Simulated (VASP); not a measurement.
```
CELL_PARAMETERS angstrom
      5.24675     0.00000     0.00000
      0.00000     1.62744     8.04622
      0.00000    -1.62744     8.04622
ATOMIC_POSITIONS crystal
  Mg 0.50000 0.99964 0.99964
  Mg 0.50000 0.66766 0.66766
  Mg 0.50000 0.33354 0.33354
  Mg 0.00000 0.88857 0.88857
  Mg 0.00000 0.55409 0.55409
  Sb 0.00000 0.22315 0.22315
```

These are PBEsol GGA, VASP's PBE PAW potentials (set 64) (plane waves; VASP) values and carry that method's errors. Numerical set-up: 400 eV cut-off, 7×11×11 Γ-centred mesh, tetrahedra with Blöchl corrections, potentials Mg Sb.

The cores are frozen, which limits the accuracy of field gradients.

**Question.** Give the principal components of the electric field gradient (V/Å²) and the asymmetry η at each nucleus.

**Answer.** 
```csv
atom,Vxx,Vyy,Vzz,η
Mg1,2.1,0.3,-2.4,0.76
Mg2,5.1,2.3,-7.4,0.37
Mg3,-5.7,-0.3,6.0,0.89
Mg4,-0.8,-0.7,1.5,0.03
Mg5,-1.5,-0.4,1.8,0.60
Sb6,44.6,3.4,-48.0,0.86
```

The structure comes from a computed database's Mg5Sb entry (Amm2); how it stands against other phases isn't given here. It was relaxed first.
